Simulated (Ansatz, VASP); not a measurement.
# Cross-check of PbC between VASP and Ansatz

Wanted: the spread between two codes on one cell, functional and k mesh. The cell is generated by rule, not measured, and may not be a known phase. The cell is taken from a series of runs on this material, whose earlier steps may have relaxed, scaled, displaced or heated it; both programs get it as it stands.

Main program and level: Ansatz 0.2.0; plane waves, with VASP 6.6.1 beside it; relaxation of cell and atoms at PBEsol and zone-centre phonons at PBEsol.

The structure was built from a prototype and need not be the compound's stable phase.

## 1. The structure

Symmetry: P6_3mc, No. 186, hexagonal system. Conventional cell: a = 3.720 Å, b = 3.720 Å, c = 6.095 Å, α = 90.00°, β = 90.00°, γ = 120.00°. Pb has 4 C at 2.28 to 2.29 Å nearest. C has 4 Pb at 2.28 to 2.29 Å nearest. Farther neighbours are not listed.

Coordinates:

```cif
data_structure
_symmetry_space_group_name_H-M 'P 1'
_symmetry_Int_Tables_number 1
_cell_length_a 3.7198
_cell_length_b 3.7198
_cell_length_c 6.0946
_cell_angle_alpha 90.000
_cell_angle_beta 90.000
_cell_angle_gamma 120.000
_cell_volume 73.03
loop_
_atom_site_label
_atom_site_type_symbol
_atom_site_fract_x
_atom_site_fract_y
_atom_site_fract_z
_atom_site_occupancy
Pb1 Pb 0.33333 0.66667 0.99974 1
Pb2 Pb 0.66667 0.33333 0.49974 1
C3 C 0.33333 0.66667 0.37526 1
C4 C 0.66667 0.33333 0.87526 1
```

## 2. Ansatz: relaxation of cell and atoms, PBEsol

Ansatz runs on its default PAW (the set named soft_2) files.

The relaxed volume is the usual yardstick between codes: in a stiff, nearly cubic crystal its relative difference is about their pressure difference at one cell divided by the bulk modulus.

Contents of input.yaml:

```yaml
crystal:
  lattice:
    - [3.7198441687, 0.0, 0.0]
    - [-1.8599220843, 3.2214795482, 0.0]
    - [0.0, 0.0, 6.0945922567]
  atoms:
    - { symbol: Pb, position: [0.3333333333, 0.6666666667, -0.0002590553] }
    - { symbol: Pb, position: [0.6666666667, 0.3333333333, 0.4997409447] }
    - { symbol: C, position: [0.3333333333, 0.6666666667, 0.3752590553] }
    - { symbol: C, position: [0.6666666667, 0.3333333333, 0.8752590553] }
kpoints:
  mp_grid: { grid: [12, 12, 6] }
hamiltonian:
  xc: pbesol
scf:
  occupations: { method: gaussian, width: 0.1 }
output:
  forces: true
  stress: true
  eigenvalues: true
  write_density: true
  write_potential: true
  elf: true
  volumetric_format: npy
relax:
  adjacent_minimum: "off"
  f_tol: 0.005
  max_steps: 80
  cell: { stress_tol: 0.05 }
```

Started as:

```sh
$ ansatz run input.yaml --threads 4 --pin off --max-ram 7168MiB --backend cpu --events-out ev --progress --plain --runs-dir out
```

Numbers of over 12 decimals in the logs are rounded to 6 here.

The program printed:

```text
Engine: ansatz 0.2.0, aarch64-unknown-linux-gnu
Pseudopotentials: kind: paw
Pseudopotential: Pb, paw, valence charge 14, recommended cutoff 420 eV (normal), Pb.paw.azcp
Pseudopotential: C, paw, valence charge 4, recommended cutoff 420 eV (normal), C.paw.azcp
Functional definition: PBEsol
  exchange = pbesol_x
  correlation = pbesol_c
Crystal: 4 atoms, lattice volume = 73.034 Å³
Basis set: ecut = 420 eV, 1401 PW (Γ), exchange–correlation on 50×50×90 points (8 copies of the dense FFT grid, shifted against one another)
Bands: 22, of which v1, the nominal top of the filled ones, is band 18 counted from 1 (17 counted from 0)
Symmetry: 12 space group operations
Space group: P63mc (ITA 186), of the structure as read, at distance tolerance 4.2e-5 Å
k-points: 76 of 864 (time reversal used)
Non-local potential: Pb, projectors of the file, l = 0: 2, l = 1: 2, l = 2: 2, l = 3: 2
Non-local potential: C, projectors of the file, l = 0: 2, l = 1: 2, l = 2: 1
PAW form: soft (Blöchl's): semilocal exchange-correlation on the pseudo side does not see the compensation charge
PAW frozen core: Pb, regenerated for the run's functional, and the local potential with it (the file was generated under x = pbe(κ = 0.804, μ = 0.219515), c = pbe(β = 0.066725))
PAW frozen core: C, regenerated for the run's functional, and the local potential with it (the file was generated under x = pbe(κ = 0.804, μ = 0.219515), c = pbe(β = 0.066725))
PAW one-centre angular grid: Pb, 590 points (default); XC on 64 Gauss nodes
PAW one-centre angular grid: C, 110 points (default); XC on 64 Gauss nodes
Initial density: superposition of atomic densities (neutral atoms: chi_scale 0, normalization atom), corrected by the library's trained network
Initial wavefunctions: pseudopotential atomic-orbital guess
Functional: x = pbesol(κ = 0.804, μ = 0.123457), c = pbesol(β = 0.046)
SCF iter   1: F=—  HF=-23997.414424 eV  |F-HF|=—  |Δ(HF+E_count)|=         —  Δρ=8.76e-3  dr2=7.28e-2  ethr=1.77e-3  ⟨swp⟩=6.1  Hψ=8528  notcnv=0
preconditioner: auto → Resta (q_TF=auto, 2.425 Å⁻¹)  ε∞=4.0  [insulator: Δε(μ)=0.166 eV  Ē_g=15.008 eV  σ=0.100 eV  W_gap=0.65  n_scr=22 (ndim 8)  ℏωp=26.1 eV  f_vac=0.007  D(μ)=0.05/eV (n_scr^D=0)  ε∞_Penn≈4.0]
SCF iter   2: F=—  HF=-23997.393911 eV  |F-HF|=—  |Δ(HF+E_count)|=   2.05e-2  Δρ=2.04e-3  dr2=2.88e-3  ethr=2.02e-4  ⟨swp⟩=2.0  Hψ=2866  notcnv=0
SCF iter   3: F=—  HF=-23997.393506 eV  |F-HF|=—  |Δ(HF+E_count)|=   4.05e-4  Δρ=8.41e-4  dr2=5.28e-4  ethr=7.99e-6  ⟨swp⟩=3.0  Hψ=3175  notcnv=0
SCF iter   4: F=—  HF=-23997.393552 eV  |F-HF|=—  |Δ(HF+E_count)|=   4.62e-5  Δρ=2.34e-4  dr2=3.97e-5  ethr=1.47e-6  ⟨swp⟩=2.6  Hψ=3094  notcnv=0
SCF iter   5: F=—  HF=-23997.393574 eV  |F-HF|=—  |Δ(HF+E_count)|=   2.17e-5  Δρ=3.58e-5  dr2=9.61e-7  ethr=1.10e-7  ⟨swp⟩=3.0  Hψ=3039  notcnv=0
SCF iter   6: F=-23997.393574 eV  HF=-23997.393574 eV  |F-HF|=2.54e-8  |Δ(HF+E_count)|=   4.64e-7  Δρ=7.11e-6  dr2=3.01e-8  ethr=2.78e-10  ⟨swp⟩=13.9  Hψ=15796  notcnv=0
SCF 1 converged in 6 iterations: F = -23997.393574 eV  dr2 = 3.01e-8
  Residual-converged pass: ⟨swp⟩=1.1  Hψ=1985  notcnv=0  max |occ|·‖R‖ = 7.0e-9 eV (tolerance 1.0e-8 eV)  dr2=3.01e-8  dr2_onsite=5.31e-9  max |Δocc| = 8.1e-11
  greatest PAW one-centre occupation: 0.978 electrons in one spin orbital (limit 2), on the Pb atom at site 1 (counted from 0), in its partial waves of l = 2
relax step   1: F+E_penalty+E_count = -23997.39357443 eV  Δ(F+E_penalty+E_count) = +0.000e0 eV  max|allowed force component| = 5.623e-3 eV/Å  Δτ_max = 0.0000 Å  P = +0.043 GPa  Ω = 73.034 Å³  (6 SCF iters, dr2 threshold 1.00e-7 eV, accepted)
[...]
relax step   2: F+E_penalty+E_count = -23997.39353922 eV  Δ(F+E_penalty+E_count) = +3.521e-5 eV  max|allowed force component| = 4.123e-4 eV/Å  Δτ_max = 0.0003 Å  P = -0.013 GPa  Ω = 73.077 Å³  energy of the carried Pulay correction = -4.299e-5 eV  (4 SCF iters, dr2 threshold 1.34e-8 eV, accepted)
[...]
relax step   3: F+E_penalty+E_count = -23997.39358999 eV  Δ(F+E_penalty+E_count) = -5.076e-5 eV  max|allowed force component| = 4.113e-4 eV/Å  Δτ_max = 0.0000 Å  P = -0.012 GPa  Ω = 73.077 Å³  stress off target by 1.44e-2 GPa  SCF on the basis re-selected at this cell (its energy is not comparable with the rows above)  (6 SCF iters)
basis re-selected at this cell: Δ(F+E_penalty+E_count) = -5.076e-5 eV, ΔP = +0.001 GPa vs the last step (what re-selecting the basis moved, of the pressure what is left beyond the Pulay correction that the steps carried, after the strain that the cell walked since its last selection, with what the two solves' SCF thresholds leave and, on support functions, any second-order correction that the steps lacked; it is no m [...]
SCF converged after 6 iterations
Free energy (F): -23997.393590 eV
Harris-Foulkes:  -23997.393590 eV  (|F-HF|=0.00e0)
Internal energy: -23997.393335 eV  (E = F + TS)
E sigma→0 (E₀):  -23997.393462 eV
Entropy (-TS):   -0.000255 eV (-0.064 meV/atom)
Fermi energy:    10.584490 eV
--- Per-component energies (eV) ---
  E_band       = -46.858378
  E_kinetic    = 753.560036
  E_local      = -2261.411599  (includes V_loc(G=0)·N_el)
  E_nonlocal   = 761.545623
  E_hartree    = 890.860039
  E_xc         = -527.332529
  E_vxc        = -377.165525  (∫ρ·V_xc dr)
  E_paw        = -20714.576825  (= ΣΔE_a)
  E_vpaw       = -705.107126  (= ΣTr[D̂ρ^β])
  E_aug_tail   = 0.000104  (compensation charges beyond the density's cutoff)
  E_ewald      = -2900.204617
  E_core_change = 0.166434  (= ΣΔE_core)
  E_smearing   = -0.000255  (= −TS)
  E_closure    = 0.000000  (closes the sum)
  Σ components = -23997.393590   (vs F -23997.393590, Δ=0.00e0)
--- Forces (eV/Å), atoms counted from 1 ---
  atom   1  Pb    -0.00000000     0.00000000    -0.00041131
  atom   2  Pb    -0.00000000     0.00000000    -0.00041131
  atom   3  C      0.00000000    -0.00000000     0.00041126
  atom   4  C     -0.00000000    -0.00000000     0.00041126
  max |Σ_I F_I| component: 9.69e-8 eV/Å
--- Stress (GPa, compression-positive) ---
       -0.014357      -0.000000      -0.000000
        0.000000      -0.014357      -0.000000
       -0.000000      -0.000000      -0.007591
  P = ⅓ Tr σ = -0.0121 GPa (-0.121 kbar)
--- Band table (eV; the first three rows and the last of 76) ---
  k-point 0: bands = [... 14 lower, 9.2766, 9.4894, 10.4401, 10.5503, 10.5503, 10.7860, 15.8816, 15.8816]
  k-point 1: bands = [... 14 lower, 9.3504, 9.3504, 10.4504, 10.4504, 10.8606, 10.9950, 15.6753, 15.9585]
  k-point 2: bands = [... 14 lower, 9.5593, 9.5593, 10.1908, 10.1908, 11.0761, 11.4462, 15.0926, 15.9383]
  k-point 75: bands = [... 14 lower, 6.3124, 6.3124, 8.6986, 8.6986, 12.7981, 12.7981, 15.3621, 15.3621]
--- Relaxed structure (2 steps of the walk, 2 accepted, 1 SCFs on fresh bases) ---
  F+E_penalty+E_count = -23997.39358999 eV   max|allowed force component| = 4.113e-4 eV/Å   (the final SCF, on the basis selected at the relaxed cell)
  cell:  # Å, volume = 73.0768 Å³
    - [3.720530, -2.8872749828179798e-11, 0]
    - [-1.860265, 3.222073, 0]
    - [0, 0, 6.095918]
  atoms:
    - { symbol: Pb, position: [0.333333, 0.666667, -0.000305005] }
    - { symbol: Pb, position: [0.666667, 0.333333, 0.499695] }
    - { symbol: C, position: [0.333333, 0.666667, 0.375305] }
    - { symbol: C, position: [0.666667, 0.333333, 0.875305] }
```

## 3. VASP: relaxation of cell and atoms, PBEsol

The same cell, functional, mesh and smearing now go to VASP, with its own data sets.

Lines of VASP's logs that name or quote its potential files are left out, and so is its time.

Contents of INCAR:

```
SYSTEM = PbC
PREC = Accurate
ENCUT = 600
EDIFF = 1E-07
NELM = 120
ISMEAR = 0
SIGMA = 0.1
LREAL = .FALSE.
ALGO = Normal
GGA = PS
NBANDS = 24
LORBIT = 11
LWAVE = .FALSE.
LCHARG = .FALSE.
ISIF = 3
IBRION = 2
NSW = 80
EDIFFG = -0.005
LASPH = .TRUE.
GGA_COMPAT = .FALSE.
NELMIN = 4
KPAR = 2
```

Contents of POSCAR:

```
PbC
1.0
    3.7198440000      0.0000000000      0.0000000000
   -1.8599220000      3.2214800000      0.0000000000
    0.0000000000      0.0000000000      6.0945920000
Pb C
2 2
Direct
    0.3333332816      0.6666665632      0.9997409178
    0.6666667184      0.3333334368      0.4997409178
    0.3333332816      0.6666665632      0.3752590822
    0.6666667184      0.3333334368      0.8752590822
```

Contents of KPOINTS:

```
Automatic mesh
0
Gamma
12 12 6
0 0 0
```

Potentials, in the order of the species: Pb_d and C (PBE family, release 64).

Started as:

```sh
$ mpirun -np 2 vasp_std
```

The program printed:

```text
[banner, memory and clock lines left out]
running    2 mpi-ranks, on    1 nodes
 distrk:  each k-point on    1 cores,    2 groups
 distr:  one band on    1 cores,    1 groups

 POSCAR found type information on POSCAR PbC
 POSCAR found :  2 types and       4 ions
|                                                                             |
|               ----> ADVICE to this user running VASP <----                  |
|                                                                             |
|     You enforced a specific xc type in the INCAR file but a different       |
|     [... a line on the potential file left out ...]
|     I HOPE YOU KNOW WHAT YOU ARE DOING!                                     |
|                                                                             |

 LDA part: xc-table for (Slater+PW92), standard interpolation
 POSCAR, INCAR and KPOINTS ok, starting setup
 FFT: planning ... GRIDC
 FFT: planning ... GRID_SOFT
 FFT: planning ... GRID
 WAVECAR not read
 entering main loop
       N       E                     dE             d eps       ncg     rms          rms(c)
DAV:   1     0.389497536282E+03    0.38950E+03   -0.19528E+04  3648   0.198E+03
DAV:   2     0.137868653950E+02   -0.37571E+03   -0.36617E+03  3752   0.471E+02
DAV:   3    -0.225938019426E+02   -0.36381E+02   -0.35768E+02  4960   0.165E+02
DAV:   4    -0.239609041333E+02   -0.13671E+01   -0.13638E+01  4040   0.335E+01
DAV:   5    -0.240299508920E+02   -0.69047E-01   -0.69028E-01  5360   0.700E+00    0.758E+00
DAV:   6    -0.213869702723E+02    0.26430E+01   -0.89903E+00  5312   0.290E+01    0.206E+00
DAV:   7    -0.214451381847E+02   -0.58168E-01   -0.10365E+00  3864   0.569E+00    0.162E+00
DAV:   8    -0.214365432622E+02    0.85949E-02   -0.18941E-01  5280   0.448E+00    0.660E-01
DAV:   9    -0.214209499694E+02    0.15593E-01   -0.53411E-02  5304   0.232E+00    0.180E-01
DAV:  10    -0.214212349413E+02   -0.28497E-03   -0.59161E-03  5000   0.566E-01    0.315E-02
DAV:  11    -0.214212981766E+02   -0.63235E-04   -0.18706E-04  4888   0.967E-02    0.166E-02
DAV:  12    -0.214212974075E+02    0.76910E-06   -0.13225E-05  4960   0.477E-02    0.901E-03
DAV:  13    -0.214212956314E+02    0.17761E-05   -0.84541E-06  5840   0.194E-02    0.270E-03
DAV:  14    -0.214212956041E+02    0.27331E-07   -0.79865E-07  3448   0.633E-03
   1 F= -.21421296E+02 E0= -.21421168E+02  d E =-.214213E+02
 curvature:   0.00 expect dE= 0.000E+00 dE for cont linesearch  0.000E+00
 trial: gam= 0.00000 g(F)=  0.724E-05 g(S)=  0.127E-04 ort = 0.000E+00 (trialstep = 0.100E+01)
 search vector abs. value=  0.200E-04
 bond charge predicted
       N       E                     dE             d eps       ncg     rms          rms(c)
DAV:   1    -0.214213935510E+02   -0.97920E-04   -0.53322E-03  4328   0.103E+00    0.530E-02
DAV:   2    -0.214213214075E+02    0.72143E-04   -0.36948E-04  5392   0.279E-01    0.220E-02
DAV:   3    -0.214213023859E+02    0.19022E-04   -0.64144E-05  4888   0.138E-01    0.391E-03
DAV:   4    -0.214213018429E+02    0.54304E-06   -0.76590E-06  4768   0.237E-02    0.189E-03
DAV:   5    -0.214213014717E+02    0.37117E-06   -0.29781E-07  3968   0.586E-03    0.621E-04
DAV:   6    -0.214213013894E+02    0.82238E-07   -0.85414E-08  2328   0.327E-03
   2 F= -.21421301E+02 E0= -.21421174E+02  d E =-.578538E-05
 trial-energy change:   -0.000006  1 .order   -0.000005   -0.000020    0.000009
 step:   0.7011(harm=  0.6787)  dis= 0.00021  next Energy=   -21.421303 (dE=-0.719E-05)
 reached required accuracy - stopping structural energy minimisation
```

Parts of OUTCAR (step 3):

```text
ion  position               nearest neighbor table
   1  0.333  0.667  1.000-   4 2.28   4 2.28   4 2.28   3 2.29   2 3.73   2 3.73   2 3.73   2 3.73
                             2 3.73   2 3.73
   2  0.667  0.333  0.500-   3 2.28   3 2.28   3 2.28   4 2.29   1 3.73   1 3.73   1 3.73   1 3.73
                             1 3.73   1 3.73
   3  0.333  0.667  0.375-   2 2.28   2 2.28   2 2.28   1 2.29
   4  0.667  0.333  0.875-   1 2.28   1 2.28   1 2.28   2 2.29

  LATTYP: Found a hexagonal cell.
 ALAT       =     3.7198440000
 C/A-ratio  =     1.6383998899

 Subroutine GETGRP returns: Found 12 space group operations
 (whereof  6 operations were pure point group operations)

The static configuration has the point symmetry C_3v.
 The point group associated with its full space group is C_6v.

 Found     76 irreducible k-points:

   k-points           NKPTS =     76   k-points in BZ     NKDIM =     76   number of bands    NBANDS=     24

   dimension x,y,z NGX =    30 NGY =   30 NGZ =   50
   dimension x,y,z NGXF=    60 NGYF=   60 NGZF=  100

   ENCUT  =  600.0 eV  44.10 Ry    6.64 a.u.   7.43  7.43 12.17*2*pi/ulx,y,z

   NELECT =      36.0000    total number of electrons

 k-points in reciprocal lattice and weights: Automatic mesh
   0.00000000  0.00000000  0.00000000       0.001
   0.08333333  0.00000000  0.00000000       0.007
   0.16666667  0.00000000  0.00000000       0.007
   0.25000000  0.00000000  0.00000000       0.007
   0.33333333  0.00000000  0.00000000       0.007
   0.41666667  0.00000000  0.00000000       0.007
   0.50000000  0.00000000  0.00000000       0.003
   0.08333333  0.08333333  0.00000000       0.007
   0.16666667  0.08333333  0.00000000       0.014
[...]
0.33333333  0.25000000  0.50000000       0.014
   0.33333333  0.33333333  0.50000000       0.002

 average (electrostatic) potential at core
       1 -89.9080       2 -89.9080       3 -48.0612       4 -48.0612

 E-fermi :   7.0030

 k-point     1 :       0.0000    0.0000    0.0000
  band No.  band energies     occupation
    ...
     15       5.6948      2.00000
     16       5.9040      2.00000
     17       6.8577      1.96017
     18       6.9689      1.37107
     19       6.9689      1.37101
     20       7.2010      0.00511
     21      12.2952      0.00000
     22      12.2952      0.00000
     23      12.6657      0.00000
     24      13.1784      0.00000

 k-point     2 :       0.0833    0.0000    0.0000
  band No.  band energies     occupation
    ...
     14       4.9225      2.00000
     15       5.3408      2.00000
     16       5.5383      2.00000
     17       6.7641      1.99927
     18       6.8777      1.92373
     19       7.3705      0.00000
     20       7.8441      0.00000
     21      11.7054      0.00000
     22      12.4441      0.00000
     23      12.8037      0.00000
    ...

 k-point     3 :       0.1667    0.0000    0.0000
  band No.  band energies     occupation
    ...
     14       3.7158      2.00000
     15       4.3159      2.00000
     16       5.1546      2.00000
     17       6.4695      2.00000
     18       6.6281      2.00000
     19       7.9213      0.00000
     20       8.5963      0.00000
     21      10.9929      0.00000
     22      12.6122      0.00000
     23      12.7895      0.00000
    ...

  Total        0.0001523      0.0001523     -0.0194634      0.0000000     -0.0000000     -0.0000000
  in kB        0.0033401      0.0033401     -0.4267546      0.0000000     -0.0000000     -0.0000000
  external PRESSURE =      -0.1400248 kB  Pullay stress =       0.0000000 kB

  energy-cutoff  :      600.00
  volume of cell :       73.07
      direct lattice vectors                 reciprocal lattice vectors
     3.720108066  0.000000000 -0.000000000     0.268809395  0.155197148 -0.000000000
    -1.860054033  3.221708688  0.000000000    -0.000000000  0.310394296 -0.000000000
     0.000000000  0.000000000  6.096901787     0.000000000  0.000000000  0.164017731

 POSITION                                       TOTAL-FORCE (eV/Angst)
 -----------------------------------------------------------------------------------
     -0.00000      2.14781      6.09503        -0.000000      0.000000      0.001782
      1.86005      1.07390      3.04658         0.000000     -0.000000      0.001782
     -0.00000      2.14781      2.28821         0.000000      0.000000     -0.001782
      1.86005      1.07390      5.33666        -0.000000     -0.000000     -0.001782
 -----------------------------------------------------------------------------------
    total drift:                               -0.000000     -0.000310      0.000553

  FREE ENERGIE OF THE ION-ELECTRON SYSTEM (eV)
  ---------------------------------------------------
  free  energy   TOTEN  =       -21.4213013894 eV

  energy  without entropy=      -21.4210460708  energy(sigma->0) =      -21.42117373

 reached required accuracy - stopping structural energy minimisation

 total charge
# of ion       s       p       d       tot
------------------------------------------
    1        1.189   1.037   9.894  12.119
    2        1.189   1.037   9.894  12.119
    3        0.873   1.373   0.000   2.246
    4        0.873   1.373   0.000   2.246
--------------------------------------------------
tot          4.123   4.820  19.787  28.731

[... 3 further parts left out ...]
```

The PAW data sets were made with PBE, which is usual practice but a small mismatch for other functionals. The run keeps the 12 symmetry operations of its start, so it cannot find a distortion of lower symmetry.

## 4. Comparison

Known differences besides the potentials themselves: the cutoff is 420 eV in Ansatz and 600 eV in VASP; Ansatz makes its cores anew for this functional, VASP keeps those of its PBE data sets; Ansatz adds a Pulay correction to the stress that steers its cell, VASP none. Total energies have different zeros and are not compared.

Both answers:

```csv
quantity,Ansatz,VASP,difference
volume (Å³),73.08,73.07,+0.01 %
"edge a after relaxation, in the typed setting (Å)",3.720,3.720,+0.01 %
"edge c after relaxation, in the typed setting (Å)",6.096,6.097,-0.02 %
```

(Part 1 of 2 ends here.)

[Lines on the potential files, build, host, timing and source positions are cut from VASP's logs without a mark.]

[Logs are printed without paths, hosts, clocks, repeated set-up lines and the standing remarks that a program may print on its own settings, such as how far it seeks lower states.]

[Hosts, paths, dates, database ids (printed as entryN), source tags and the programs' standing remarks are cut or masked in the printed files.]
